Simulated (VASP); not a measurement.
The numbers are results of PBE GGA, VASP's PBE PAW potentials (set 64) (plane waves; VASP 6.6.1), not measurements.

VASP ran on this input.

### POSCAR
```
Er2Te3
1
    4.8691550000     0.0000000000     0.0000000000
   -2.4345780000     4.2168120000     0.0000000000
    0.0000000000     0.0000000000     7.5868810000
Er Te
2 3
Direct
  0.3333330000   0.6666670000   0.2467000000
  0.6666670000   0.3333330000   0.7533000000
  0.0000000000   0.0000000000   0.0000000000
  0.3333330000   0.6666670000   0.6470000000
  0.6666670000   0.3333330000   0.3530000000
```

**INCAR**
```
SYSTEM  =  Er2Te3
PREC  =  Accurate; ENCUT  =  400; LREAL  =  .FALSE.
LASPH  =  .TRUE.
EDIFF  =  1E-6; NELM  =  100; ALGO  =  Normal
LMAXMIX  =  6
ISMEAR  =  0; SIGMA  =  0.05
GGA  =  PE
ISIF  =  2
LWAVE  =  .FALSE.; LCHARG  =  .FALSE.
```

### KPOINTS
```
Automatic mesh
0
Gamma
1 1 1
0 0 0
```

POTCAR, in this order: Er_3 Te (PBE.64 set). Program: vasp_std.

The run wrote:

### OSZICAR
```
       N       E                     dE             d eps       ncg     rms          rms(c)
DAV:   1     0.222651722056E+03    0.22265E+03   -0.13097E+04    60   0.121E+03
DAV:   2     0.140488592276E+02   -0.20860E+03   -0.20290E+03    74   0.637E+02
DAV:   3    -0.156766033136E+02   -0.29725E+02   -0.28914E+02    80   0.146E+02
DAV:   4    -0.201848854950E+02   -0.45083E+01   -0.45057E+01    88   0.278E+01
DAV:   5    -0.206477839836E+02   -0.46290E+00   -0.46287E+00    88   0.148E+01    0.225E+01
DAV:   6    -0.195908811386E+02    0.10569E+01   -0.25695E+00    64   0.148E+01    0.142E+01
DAV:   7    -0.196686714560E+02   -0.77790E-01   -0.20675E+00    80   0.132E+01    0.278E+00
DAV:   8    -0.196446142793E+02    0.24057E-01   -0.68361E-01    72   0.725E+00    0.983E-01
DAV:   9    -0.196427042299E+02    0.19100E-02   -0.56302E-02    72   0.212E+00    0.339E-01
DAV:  10    -0.196451012184E+02   -0.23970E-02   -0.29015E-03    80   0.757E-01    0.223E-01
DAV:  11    -0.196459900692E+02   -0.88885E-03   -0.10865E-03    64   0.314E-01    0.679E-02
DAV:  12    -0.196459849802E+02    0.50891E-05   -0.21473E-04    88   0.125E-01    0.330E-02
DAV:  13    -0.196460000808E+02   -0.15101E-04   -0.26098E-05    64   0.526E-02    0.119E-02
DAV:  14    -0.196459989874E+02    0.10934E-05   -0.90350E-06    64   0.324E-02    0.519E-03
DAV:  15    -0.196459991814E+02   -0.19402E-06   -0.60401E-07    40   0.114E-02
   1 F= -.19645999E+02 E0= -.19645999E+02  d E =-.410801E-13
```

OUTCAR:
```
------------------------ aborting loop because EDIFF is reached ----------------------------------------
  FORCE on cell =-STRESS in cart. coord.  units (eV):
  Direction    XX          YY          ZZ          XY          YZ          ZX
  --------------------------------------------------------------------------------------
  Total       12.3206906     12.3206911     -0.6864626     -0.0000015     -0.0000000      0.0000000
  in kB      126.7198130    126.7198175     -7.0603518     -0.0000150     -0.0000000      0.0000000
  external PRESSURE =      82.1264262 kB  Pullay stress =       0.0000000 kB
  volume of cell :      155.78
      direct lattice vectors                 reciprocal lattice vectors
     4.869155000  0.000000000  0.000000000     0.205374444  0.118573013  0.000000000
    -2.434578000  4.216812000  0.000000000     0.000000000  0.237145977  0.000000000
     0.000000000  0.000000000  7.586881000     0.000000000  0.000000000  0.131806470
 POSITION                                       TOTAL-FORCE (eV/Angst)
 -----------------------------------------------------------------------------------
     -0.00000      2.81121      1.87168         0.000000      0.000000      1.062357
      2.43458      1.40560      5.71520         0.000000      0.000000     -1.062357
      0.00000      0.00000      0.00000         0.000000      0.000000      0.000000
     -0.00000      2.81121      4.90871        -0.000000      0.000000     -1.418728
      2.43458      1.40560      2.67817         0.000000     -0.000000      1.418728
 -----------------------------------------------------------------------------------
    total drift:                                0.000000     -0.000000      0.000000
  FREE ENERGIE OF THE ION-ELECTRON SYSTEM (eV)
  ---------------------------------------------------
  free  energy   TOTEN  =       -19.6459991814 eV

  energy  without entropy=      -19.6459991814  energy(sigma->0) =      -19.64599918
```
(Selected blocks of OUTCAR.)

**OUTCAR**
```
 val. band max:        5.5949356469   @ k =   0.0000   0.0000   0.0000

 cond. band min:       6.3171155441   @ k =   0.0000   0.0000   0.0000


 Fermi energy:         5.8559679950

 k-point     1 :       0.0000    0.0000    0.0000
  band No.  band energies     occupation
      1     -20.3226      2.00000
      2     -20.2870      2.00000
      3     -20.0888      2.00000
      4     -20.0888      2.00000
      5     -20.0834      2.00000
      6     -20.0834      2.00000
      7      -6.5732      2.00000
      8      -5.1509      2.00000
      9      -4.4872      2.00000
     10       2.0495      2.00000
     11       2.0705      2.00000
     12       2.0705      2.00000
     13       2.4172      2.00000
     14       2.4172      2.00000
     15       2.4662      2.00000
     16       4.6757      2.00000
     17       4.6757      2.00000
     18       5.5949      2.00000
     19       6.3171      0.00000
     20       6.3171      0.00000
     21       6.4856      0.00000
     22       7.7321      0.00000
```

The 4f electrons are frozen in the core of the lanthanide potential, so 4f levels, which can set the real gap, and their magnetism are missing. Unless said otherwise, spin-orbit coupling is left out, though it shifts the bands of the heavy elements here.

The structure was generated: Er2Te3 was put into the A-La2O3 type (P-3m1), which need not be its known phase. The cell was not relaxed at this level. The k-mesh is coarse (spacing up to 1.49 per Å, 2π included), so the numbers may not be converged in it. The run is one of a series of settings (KPOINTS 1×1×1 Γ-centred mesh against the base run), some of them coarse on purpose.
